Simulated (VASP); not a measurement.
These are RPBE GGA, VASP's PBE PAW potentials (set 64) (plane waves; VASP 6.6.1) values and carry that method's errors.

Input for VASP

### KPOINTS
```
Automatic mesh
0
Gamma
9 9 9
0 0 0
```

POSCAR:
```
InSb
1.0
  0.0000000000   3.3589572877   3.3589572877
  3.3589572877   0.0000000000   3.3589572877
  3.3589572877   3.3589572877   0.0000000000
In Sb
1 1
Direct
  0.0000000000   0.0000000000   0.0000000000
  0.2500000000   0.2500000000   0.2500000000
```

**INCAR**
```
SYSTEM = InSb
PREC = Accurate
ENCUT = 520
EDIFF = 1E-6
NELM = 100
ALGO = Normal
LREAL = .FALSE.
LASPH = .TRUE.
ISMEAR = 1
SIGMA = 0.1
GGA = RP
LMAXMIX = 4
LWAVE = .FALSE.
LCHARG = .FALSE.
IBRION = 2
ISIF = 3
NSW = 60
EDIFFG = -0.01
```

POTCAR, in this order: In_d Sb (PBE.64 set). Program: vasp_std.

Output

File OSZICAR:
```
       N       E                     dE             d eps       ncg     rms          rms(c)
DAV:   1     0.108799485363E+03    0.10880E+03   -0.80776E+03   910   0.134E+03
DAV:   2     0.138958627936E+01   -0.10741E+03   -0.10473E+03   935   0.300E+02
DAV:   3    -0.614317294899E+01   -0.75328E+01   -0.74419E+01  1210   0.874E+01
DAV:   4    -0.634633752849E+01   -0.20316E+00   -0.20306E+00  1096   0.169E+01
DAV:   5    -0.635482587011E+01   -0.84883E-02   -0.84882E-02  1349   0.280E+00    0.352E+00
DAV:   6    -0.628924601597E+01    0.65580E-01   -0.16174E-01  1199   0.613E+00    0.210E+00
DAV:   7    -0.629180568686E+01   -0.25597E-02   -0.66580E-02  1174   0.245E+00    0.633E-01
DAV:   8    -0.629655315080E+01   -0.47475E-02   -0.93947E-03   978   0.113E+00    0.174E-01
DAV:   9    -0.629782531208E+01   -0.12722E-02   -0.14578E-03  1095   0.306E-01    0.652E-02
DAV:  10    -0.629821945800E+01   -0.39415E-03   -0.37973E-04   965   0.146E-01    0.222E-02
DAV:  11    -0.629838193899E+01   -0.16248E-03   -0.37691E-04  1000   0.126E-01    0.146E-02
DAV:  12    -0.629838604107E+01   -0.41021E-05   -0.50203E-06  1070   0.191E-02    0.421E-03
DAV:  13    -0.629838962132E+01   -0.35802E-05   -0.11981E-05   990   0.210E-02    0.216E-03
DAV:  14    -0.629838966064E+01   -0.39313E-07   -0.10608E-07   755   0.251E-03
   1 F= -.62983897E+01 E0= -.62984986E+01  d E =-.629839E+01
```

OUTCAR:
```
------------------------ aborting loop because EDIFF is reached ----------------------------------------
  FORCE on cell =-STRESS in cart. coord.  units (eV):
  Direction    XX          YY          ZZ          XY          YZ          ZX
  --------------------------------------------------------------------------------------
  Total       -0.0151120     -0.0151120     -0.0151120      0.0000000     -0.0000000     -0.0000000
  in kB       -0.3194403     -0.3194403     -0.3194403      0.0000000     -0.0000000     -0.0000000
  external PRESSURE =      -0.3194403 kB  Pullay stress =       0.0000000 kB
  volume of cell :       75.80
      direct lattice vectors                 reciprocal lattice vectors
     0.000000000  3.358957288  3.358957288    -0.148855718  0.148855718  0.148855718
     3.358957288  0.000000000  3.358957288     0.148855718 -0.148855718  0.148855718
     3.358957288  3.358957288  0.000000000     0.148855718  0.148855718 -0.148855718
  FREE ENERGIE OF THE ION-ELECTRON SYSTEM (eV)
  ---------------------------------------------------
  free  energy   TOTEN  =        -6.2983896606 eV

  energy  without entropy=       -6.2987166113  energy(sigma->0) =       -6.29849864

 reached required accuracy - stopping structural energy minimisation
```
(Selected blocks of OUTCAR.)

The compound is InSb in the zinc blende structure. It was relaxed first, which changed the volume by +11 %. The start is the result of an earlier pass.
